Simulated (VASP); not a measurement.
Given:

```xyz
2
Lattice="2.8600 0.0000 0.0000 0.0000 2.8600 0.0000 0.0000 0.0000 2.8600" Properties=species:S:1:pos:R:3 pbc="T T T"
Al     1.4300     1.4300     1.4300
Co     0.0000     0.0000     0.0000
```

Computed with vdW-DF-cx, VASP's PBE PAW potentials (set 64) (plane waves; VASP). Settings: 520 eV cut-off, 11×11×11 Γ-centred mesh, first-order Methfessel-Paxton smearing of 0.10 eV, potentials Al Co.

Energy and stress use the plane-wave basis of the starting cell.

**Question.** The ions, cell shape and volume are relaxed. What does this cell relax into?

**Answer.** 
```xyz
2
Lattice="2.8293 0.0000 0.0000 0.0000 2.8293 0.0000 0.0000 0.0000 2.8293" Properties=species:S:1:pos:R:3 pbc="T T T"
Al     1.4146     1.4146     1.4146
Co     0.0000     0.0000     0.0000
```
Space group Pm-3m (221), at a tolerance of 0.03 Å.

**Question.** How do energy and volume change from the first to the last step?

**Answer.** The energy (σ→0) changes by -6.9 meV/atom and the volume by -3.2 %, in 3 ionic steps.

The compound is CoAl in the CsCl type structure. This run relaxes it. Symmetry was kept, so distortions that lower it aren't found. The run is not spin-polarised, so no magnetic state was tried.
